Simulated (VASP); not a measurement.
A convergence study with VASP on PtSe2 (1T layered): a few settings are varied, all else stays as given below, so the limit is that of these other settings.

```xyz
3
Lattice="1.8650 -3.2303 0.0000 1.8650 3.2303 0.0000 0.0000 0.0000 5.0800" Properties=species:S:1:pos:R:3 pbc="T T T"
Pt     0.0000     0.0000     0.0000
Se     1.8650     1.0768     1.2954
Se     1.8650    -1.0768     3.7846
```

Level of theory: HSE06 screened hybrid, VASP's PBE PAW potentials (set 64) (plane waves; VASP). The last row used: 520 eV cut-off, 4×4×2 Γ-centred mesh, Gaussian smearing of 0.050 eV, potentials Pt Se.

| setting | E (eV/atom) | pressure (GPa) | largest force (eV/Å) | electronic steps |
|---|---|---|---|---|
| ENCUT = 300, PRECFOCK = Fast | -5.7648 | -0.52 | 0.258 | 16 |
| ENCUT = 400, PRECFOCK = Fast | -5.7648 | -0.31 | 0.254 | 16 |
| ENCUT = 520, PRECFOCK = Fast | -5.7650 | -0.28 | 0.254 | 16 |
| ENCUT = 300, PRECFOCK = Normal | -5.7649 | -0.52 | 0.258 | 16 |
| ENCUT = 400, PRECFOCK = Normal | -5.7649 | -0.31 | 0.254 | 16 |
| ENCUT = 520, PRECFOCK = Normal | -5.7651 | -0.28 | 0.255 | 16 |
| ENCUT = 300, PRECFOCK = Accurate | -5.7649 | -0.52 | 0.258 | 16 |
| ENCUT = 400, PRECFOCK = Accurate | -5.7649 | -0.31 | 0.254 | 16 |
| ENCUT = 520, PRECFOCK = Accurate | -5.7651 | -0.28 | 0.255 | 16 |

Left out are rungs that failed or repeat a setting and relaxations that didn't move; long series are thinned to 24 rows.

The compound is PtSe2 in the 1T layered structure. The cell was not relaxed at this level, forces remain on its atoms.
